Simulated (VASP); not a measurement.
Input:

```
ZrGe2
1.0
   -1.69955     1.69955     4.57637
    1.69955    -1.69955     4.57637
    1.69955     1.69955    -4.57637
Zr Ge
1 2
Cartesian
  1.69955   1.69955   4.57637
  0.00000   0.00000   2.94159
  1.69955   1.69955   1.63478
```

Computed with PBEsol GGA, VASP's PBE PAW potentials (set 64) (plane waves; VASP). Numerical set-up: 400 eV cut-off, Gaussian smearing of 0.050 eV, potentials Zr_sv Ge_d.

Problem. Estimate the band gap (along the path) with the smallest direct gap where there is one.

Solution. 
```
Quantity                                                      Value
-------------------------  ----------------------------------------
band gap (along the path)  none (metal, semimetal or under 0.01 eV)
```

The absolute energy has meaning only against runs of the same code, potentials and settings.

The structure was generated: ZrGe2 was put into the MoSi2 type (I4/mmm), which need not be its known phase. It was relaxed first.
